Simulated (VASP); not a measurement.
A run of VASP 6.6.1 is set up as follows.

INCAR

```
SYSTEM = B18AsN17
  ALGO = Fast
  EDIFF = 1E-6
  ENCUT = 520
  GGA = PE
  ISIF = 2
  ISMEAR = -1
  LASPH = .True.
  LCHARG = .True.
  LELF = .True.
  LREAL = Auto
  LVHAR = .True.
  LWAVE = .False.
  NBANDS = 96
  NELM = 100
  PREC = Accurate
  SIGMA = 0.01
```

Contents of KPOINTS:

```
k-points
0
Gamma
  3 3 3
  0 0 0
```

Contents of POSCAR:

```
B18AsN17
1.0
    7.4947200000      0.0000000000      0.0000000000
   -3.7473600000      6.4906179144      0.0000000000
    0.0000000000      0.0000000000      6.6357000000
B As N
18 1 17
Direct
    0.1111111111      0.2222222222      0.2500000000
    0.1111111111      0.5555555556      0.2500000000
    0.1111111111      0.8888888889      0.2500000000
    0.4444444444      0.2222222222      0.2500000000
    0.4444444444      0.5555555556      0.2500000000
    0.4444444444      0.8888888889      0.2500000000
    0.7777777778      0.2222222222      0.2500000000
    0.7777777778      0.5555555556      0.2500000000
    0.7777777778      0.8888888889      0.2500000000
    0.2222222222      0.1111111111      0.7500000000
    0.2222222222      0.4444444444      0.7500000000
    0.2222222222      0.7777777778      0.7500000000
    0.5555555556      0.1111111111      0.7500000000
    0.5555555556      0.4444444444      0.7500000000
    0.5555555556      0.7777777778      0.7500000000
    0.8888888889      0.1111111111      0.7500000000
    0.8888888889      0.4444444444      0.7500000000
    0.8888888889      0.7777777778      0.7500000000
    0.1111111111      0.2222222222      0.7500000000
    0.1111111111      0.5555555556      0.7500000000
    0.1111111111      0.8888888889      0.7500000000
    0.4444444444      0.2222222222      0.7500000000
    0.4444444444      0.5555555556      0.7500000000
    0.4444444444      0.8888888889      0.7500000000
    0.7777777778      0.2222222222      0.7500000000
    0.7777777778      0.5555555556      0.7500000000
    0.7777777778      0.8888888889      0.7500000000
    0.2222222222      0.1111111111      0.2500000000
    0.2222222222      0.4444444444      0.2500000000
    0.2222222222      0.7777777778      0.2500000000
    0.5555555556      0.1111111111      0.2500000000
    0.5555555556      0.4444444444      0.2500000000
    0.5555555556      0.7777777778      0.2500000000
    0.8888888889      0.1111111111      0.2500000000
    0.8888888889      0.4444444444      0.2500000000
    0.8888888889      0.7777777778      0.2500000000
```

Potentials or basis: VASP PAW PBE potentials, release 64 (B, As, N).

The run is started by

```console
$ cat potpaw_PBE.64/B/POTCAR potpaw_PBE.64/As/POTCAR potpaw_PBE.64/N/POTCAR > POTCAR
$ mpirun -np 1 vasp_std > vasp.out
```

(1) Predict the band gap on the k mesh.

(2) Predict the pressure.

(3) What does it give for the largest force?

Answers

(1) 3.38 eV, indirect (least direct gap 3.70 eV).

(2) 28.5 GPa.

(3) 28.374 eV/Å.

Caveat: a pressure of tens of GPa on the cell as given is suspect, and the run, the potentials or the cell itself is likely at fault.
